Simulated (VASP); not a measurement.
# Cd3SbP with LDA: from relaxation to properties, part 2 of 2

Aim: relax Cd3SbP, then compute properties on the relaxed cell. The cell is invented: it takes the structure of a Materials Project entry for Ca3SbP (space group 221 there), with some of its atoms replaced by other elements, volume scaled by an estimate. It may not be a known or stable phase.

VASP 6.6.1, plane waves and PAW; the level of theory is named at each step.

Still holding for the runs below: The k-mesh is coarse for a metal.

So far. Step 6 (Band structure (LDA)): There is no gap at this level. Step 7 (Density of states (LDA)): The finer mesh and the other smearing move the Fermi level by -0.04 eV from the 6×6×6 run, a small shift, which tests the Fermi level alone. Of the states within 0.3 eV of the Fermi level, the largest shares in the PAW spheres are Sb p 21 %, Cd s 10 % and P p 6 %. The rest lies in smaller channels or between the spheres. The relaxed cell has a = 4.939 Å (conventional setting).

## 8. Bands along the symmetry lines (LDA + SOC)

This step: LDA, spin-orbit coupling; plane waves and PAW (Sb, Cd, P); invented cell (VASP 6.6.1).

Levels along the symmetry lines show where the bands peak and cross; KPOINTS_OPT computes them in the converged potential. Spin-orbit coupling needs spinors and the noncollinear program, where each band holds one electron.

Input file INCAR:

```
SYSTEM = Cd3SbP
PREC = Accurate
ENCUT = 400
EDIFF = 1E-06
NELM = 100
ISMEAR = 0
SIGMA = 0.05
LREAL = .FALSE.
ALGO = Normal
GGA = CA
LNONCOLLINEAR = .TRUE.
MAGMOM = 0 0 0 0 0 0 0 0 0 0 0 0 0 0 0
NBANDS = 58
GGA_COMPAT = .FALSE.
LASPH = .TRUE.
LSORBIT = .TRUE.
LORBIT = 11
LWAVE = .FALSE.
LCHARG = .FALSE.
KPAR = 2
```

Input file POSCAR:

```
Cd3SbP
1.0
    4.9387338245      0.0000000000      0.0000000000
    0.0000000000      4.9387338245      0.0000000000
    0.0000000000      0.0000000000      4.9387338245
Sb Cd P
1 3 1
Direct
    0.0000000000      0.0000000000      0.0000000000
    0.0000000000      0.5000000000      0.5000000000
    0.5000000000      0.0000000000      0.5000000000
    0.5000000000      0.5000000000      0.0000000000
    0.5000000000      0.5000000000      0.5000000000
```

Input file KPOINTS:

```
Automatic mesh
0
Gamma
5 5 5
0 0 0
```

Input file KPOINTS_OPT:

```
Line mode
16
Line-mode
Reciprocal
  0.00000000   0.00000000   0.00000000 GAMMA
  0.00000000   0.50000000   0.00000000 X

  0.00000000   0.50000000   0.00000000 X
  0.50000000   0.50000000   0.00000000 M

  0.50000000   0.50000000   0.00000000 M
  0.00000000   0.00000000   0.00000000 GAMMA

  0.00000000   0.00000000   0.00000000 GAMMA
  0.50000000   0.50000000   0.50000000 R

  0.50000000   0.50000000   0.50000000 R
  0.00000000   0.50000000   0.00000000 X

  0.50000000   0.50000000   0.00000000 M
  0.50000000   0.50000000   0.50000000 R
```

The projector-augmented-wave data sets are Sb, Cd and P (LDA family, release 64).

Launch:

```console
mpirun -np 2 vasp_ncl
```

Run time: 3 min. Hardware: 2 MPI ranks of Intel Xeon Platinum 8488C (Sapphire Rapids), shared host; peak memory 0.67 GiB.

LASPH is on here and off in scalar runs of this session, so a comparison with those holds both changes.

Numbers from this step:

```yaml
scf_cycles: 14
bands: 58
irreducible_k_points: 10
free_energy_toten: -13.72 eV
energy_at_zero_smearing: -13.71 eV
fermi_energy: 3.709 eV
pressure: -0.1277 GPa
```

On-site spin-orbit energy by atom:

| atom | on-site spin-orbit energy (eV) |
| --- | --- |
| Sb1 | -0.189 |
| Cd2 | -0.059 |
| Cd3 | -0.059 |
| Cd4 | -0.059 |
| P5 | -0.001 |

The electronic bands at the labelled points (eV, zero at the Fermi level; # counts the bands kept in this run):

| point | #31 | #32 | #33 | #34 | #35 | #36 | #37 | #38 |
| --- | --- | --- | --- | --- | --- | --- | --- | --- |
| Γ | -0.62 | -0.62 | -0.07 | -0.07 | -0.07 | -0.07 | 0.10 | 0.10 |
| 0.53 of the way | -0.55 | -0.55 | -0.19 | -0.19 | 1.21 | 1.21 | 2.40 | 2.40 |
| X | -0.62 | -0.62 | -0.42 | -0.42 | 2.42 | 2.42 | 3.43 | 3.43 |
| 0.53 of the way | -0.18 | -0.18 | 0.38 | 0.38 | 1.93 | 1.93 | 2.48 | 2.48 |
| M | 0.02 | 0.02 | 0.37 | 0.37 | 0.59 | 0.59 | 2.36 | 2.36 |
| 0.53 of the way | -0.14 | -0.14 | 0.20 | 0.20 | 1.33 | 1.33 | 1.68 | 1.68 |
| Γ | -0.62 | -0.62 | -0.07 | -0.07 | -0.07 | -0.07 | 0.10 | 0.10 |
| 0.53 of the way | -0.22 | -0.22 | 1.48 | 1.48 | 1.53 | 1.53 | 1.77 | 1.77 |
| R | -2.83 | -2.83 | 4.47 | 4.47 | 4.49 | 4.49 | 4.49 | 4.49 |
| 0.53 of the way | 0.02 | 0.02 | 1.07 | 1.07 | 1.18 | 1.18 | 1.97 | 1.97 |
| X | -0.62 | -0.62 | -0.42 | -0.42 | 2.42 | 2.42 | 3.43 | 3.43 |
| jump to M | 0.02 | 0.02 | 0.37 | 0.37 | 0.59 | 0.59 | 2.36 | 2.36 |
| 0.47 of the way | -1.35 | -1.35 | 1.02 | 1.02 | 3.09 | 3.09 | 3.31 | 3.31 |
| R | -2.83 | -2.83 | 4.47 | 4.47 | 4.49 | 4.49 | 4.49 | 4.49 |

Of the projections kept (Sb, Cd, P), the largest for each band there, as a share of the weight inside these atoms' spheres; weight between the spheres isn't counted:

| point | #31 | #32 | #33 | #34 | #35 | #36 | #37 | #38 |
| --- | --- | --- | --- | --- | --- | --- | --- | --- |
| Γ | Sb 0.69 | Sb 0.69 | Sb 0.67 | Sb 0.67 | Sb 0.67 | Sb 0.67 | Cd 0.47 | Cd 0.47 |
| X | Cd 1.00 | Cd 1.00 | Sb 0.73 | Sb 0.73 | Cd 0.87 | Cd 0.87 | Cd 0.48 | Cd 0.48 |
| M | Sb 0.44 | Sb 0.44 | Sb 0.81 | Sb 0.81 | Cd 0.66 | Cd 0.66 | Cd 0.92 | Cd 0.92 |
| Γ | Sb 0.69 | Sb 0.69 | Sb 0.67 | Sb 0.67 | Sb 0.67 | Sb 0.67 | Cd 0.47 | Cd 0.47 |
| R | Sb 0.56 | Sb 0.56 | P 0.57 | P 0.57 | P 0.57 | P 0.57 | P 0.57 | P 0.57 |
| X | Cd 1.00 | Cd 1.00 | Sb 0.73 | Sb 0.73 | Cd 0.87 | Cd 0.87 | Cd 0.48 | Cd 0.48 |

There is no gap at this level.

## 9. Total and projected DOS (LDA) with a changed input

This step: LDA; plane waves and PAW (Sb, Cd, P); invented cell (VASP 6.6.1).

Here the states are counted by energy and projected on the atoms. The mesh is finer than in the run before. Some settings are moved from the usual, to see what they do.

Input file INCAR:

```
SYSTEM = Cd3SbP
PREC = Accurate
ENCUT = 350
EDIFF = 1E-06
NELM = 100
ISMEAR = -5
SIGMA = 0.05
LREAL = .FALSE.
ALGO = Normal
GGA = CA
NBANDS = 38
LORBIT = 11
LWAVE = .FALSE.
LCHARG = .FALSE.
KPAR = 2
NEDOS = 2001
ISYM = 3
```

POSCAR is that of step 8.

Input file KPOINTS:

```
Automatic mesh
0
Gamma
8 8 8
0 0 0
```

Launch:

```console
mpirun -np 2 vasp_std
```

It took 12 s on 2 MPI ranks.

The run ended with an error.

VASP's message: “internal error in CHECK_FULL_KPOINTS: KPOINTS_FULL not properly initialised”. No number of this run is used.

ISYM = 3 is meant for hybrids and fails here together with this job; the default ISYM avoids it.

The cutoff falls from 400 to 350 eV, which shrinks the basis; the stress suffers most (Pulay stress), and PAW energies need not rise evenly as the basis shrinks.

## 10. Outcome

```json
{
  "relaxed volume": "24.09 Å³/atom",
  "relaxed conventional cell a, b, c": "4.939, 4.939, 4.939 Å",
  "space group after relaxing, within 0.02 Å": "Pm-3m (No. 221)",
  "band gap": "none, a metal",
  "DOS at the Fermi level": "4.36 states/eV/cell",
  "band gap (LDA + SOC)": "none, a metal"
}
```

With LDA, Cd3SbP relaxes to 24.09 Å³/atom in space group Pm-3m (held by the symmetry of the run) and comes out as a metal. Not obtained: total and projected DOS (LDA) with a changed input, because the run crashed. Band structure (LDA): Of the bands kept, 4 cross the Fermi level on this path. Bands along the symmetry lines (LDA + SOC): Of the bands kept, 6 cross the Fermi level on this path (spinor bands, one electron each). LASPH was switched on together with spin-orbit coupling, so shifts put down to the coupling hold both changes, and that of the mesh where it differs. The k-sampling is coarse for a metal, so the Fermi level, pressures and the shape of the cell carry errors. No search among competing phases was made. All values are for a static lattice at zero temperature.

[Lines on the potential files, build, host, timing and source positions are cut from VASP's logs without a mark.]

[Logs are printed without paths, hosts, clocks, repeated set-up lines and the standing remarks that a program may print on its own settings, such as how far it seeks lower states.]

[Hosts, paths, dates, database ids (printed as entryN), source tags and the programs' standing remarks are cut or masked in the printed files.]

[A measured line is paired with the nearest computed mode of its activity, which favours agreement.]

[In band tables of VASP the shares of atoms and orbitals are scaled to a sum of 1 inside the atoms' spheres.]
